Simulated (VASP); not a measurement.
OSZICAR of a VASP run on SrCl2 (fluorite):

### OSZICAR
```
       N       E                     dE             d eps       ncg     rms          rms(c)
DAV:   1     0.143001529860E+03    0.14300E+03   -0.11210E+04   512   0.127E+03
DAV:   2    -0.505250558398E+01   -0.14805E+03   -0.14548E+03   712   0.240E+02
DAV:   3    -0.132791648698E+02   -0.82267E+01   -0.82210E+01   672   0.622E+01
DAV:   4    -0.135587629173E+02   -0.27960E+00   -0.27956E+00   896   0.931E+00
DAV:   5    -0.135611978388E+02   -0.24349E-02   -0.24349E-02   720   0.752E-01    0.148E+01
DAV:   6    -0.133346787746E+02    0.22652E+00   -0.57633E-01   656   0.441E+00    0.935E+00
DAV:   7    -0.133388822696E+02   -0.42035E-02   -0.35574E-01   776   0.388E+00    0.148E+00
DAV:   8    -0.133394234118E+02   -0.54114E-03   -0.53402E-02   632   0.135E+00    0.281E-01
DAV:   9    -0.133410964434E+02   -0.16730E-02   -0.18586E-03   696   0.282E-01    0.106E-01
DAV:  10    -0.133422972103E+02   -0.12008E-02   -0.10988E-03   600   0.189E-01    0.332E-02
DAV:  11    -0.133424092412E+02   -0.11203E-03   -0.13783E-04   704   0.600E-02    0.326E-02
DAV:  12    -0.133424224231E+02   -0.13182E-04   -0.22039E-05   640   0.246E-02    0.606E-03
DAV:  13    -0.133424248720E+02   -0.24489E-05   -0.39763E-06   720   0.111E-02    0.368E-03
DAV:  14    -0.133424250679E+02   -0.19598E-06   -0.62554E-07   576   0.446E-03    0.261E-03
DAV:  15    -0.133424250606E+02    0.73665E-08   -0.45999E-08   600   0.137E-03
   1 F= -.10756846E+02 E0= -.10756846E+02  d E =-.107568E+02
       N       E                     dE             d eps       ncg     rms          rms(c)
DAV:   1    -0.156290239357E+02   -0.22866E+01   -0.57677E+01   656   0.562E+01    0.151E+01
DAV:   2    -0.135335126721E+02    0.20955E+01   -0.40972E+00   544   0.131E+01    0.402E+00
DAV:   3    -0.131331105862E+02    0.40040E+00   -0.15866E+00   880   0.758E+00    0.227E+00
DAV:   4    -0.131464444794E+02   -0.13334E-01   -0.77947E-02   952   0.179E+00    0.137E+00
DAV:   5    -0.131613391129E+02   -0.14895E-01   -0.34048E-02   904   0.975E-01    0.563E-01
DAV:   6    -0.131628173128E+02   -0.14782E-02   -0.17108E-03   760   0.333E-01    0.874E-02
DAV:   7    -0.131628474593E+02   -0.30147E-04   -0.12887E-04   760   0.878E-02    0.496E-02
DAV:   8    -0.131628508335E+02   -0.33741E-05   -0.16373E-05   624   0.355E-02    0.185E-02
DAV:   9    -0.131628517861E+02   -0.95266E-06   -0.27967E-06   800   0.115E-02    0.537E-03
DAV:  10    -0.131628520321E+02   -0.24601E-06   -0.11767E-06   688   0.611E-03    0.228E-03
DAV:  11    -0.131628521663E+02   -0.13412E-06   -0.10398E-07   592   0.237E-03    0.114E-03
DAV:  12    -0.131628521998E+02   -0.33582E-07   -0.14154E-08   488   0.762E-04
   2 F= -.10891814E+02 E0= -.10891814E+02  d E =-.134968E+00
       N       E                     dE             d eps       ncg     rms          rms(c)
DAV:   1    -0.133076420773E+02   -0.14479E+00   -0.18958E+00   624   0.101E+01    0.222E+00
DAV:   2    -0.132414620141E+02    0.66180E-01   -0.15715E-01   624   0.269E+00    0.848E-01
DAV:   3    -0.132266897468E+02    0.14772E-01   -0.42671E-02   872   0.131E+00    0.707E-01
DAV:   4    -0.132268879997E+02   -0.19825E-03   -0.40151E-03   880   0.376E-01    0.430E-01
DAV:   5    -0.132272587402E+02   -0.37074E-03   -0.17930E-03   888   0.222E-01    0.495E-02
DAV:   6    -0.132272295105E+02    0.29230E-04   -0.10929E-04   896   0.783E-02    0.232E-02
DAV:   7    -0.132272289895E+02    0.52103E-06   -0.84349E-06   624   0.270E-02    0.675E-03
DAV:   8    -0.132272292611E+02   -0.27164E-06   -0.83292E-07   680   0.641E-03    0.269E-03
DAV:   9    -0.132272295128E+02   -0.25168E-06   -0.19526E-07   520   0.290E-03    0.201E-03
DAV:  10    -0.132272294483E+02    0.64504E-07   -0.27561E-08   552   0.144E-03
   3 F= -.10900350E+02 E0= -.10900350E+02  d E =-.143504E+00
```

Question: Which electronic solver shows in the log?

Answer: It is blocked Davidson (ALGO = Normal, or the opening steps of other solvers). The INCAR had ALGO = Normal.

Question: Can the final energy be trusted as converged?

Answer: The calculation finished and met its thresholds. It stopped with EDIFF = 1E-7, NELM = 100, NSW = 40 and EDIFFG = -0.01 after 3 ionic steps (PBEsol GGA, plane waves, VASP's PBE PAW potentials (set 64)). Energy and stress use the plane-wave basis of the starting cell.

The compound is SrCl2 in the fluorite structure. This run relaxes it under an external pressure of 5 GPa. Symmetry was kept, so distortions that lower it aren't found.
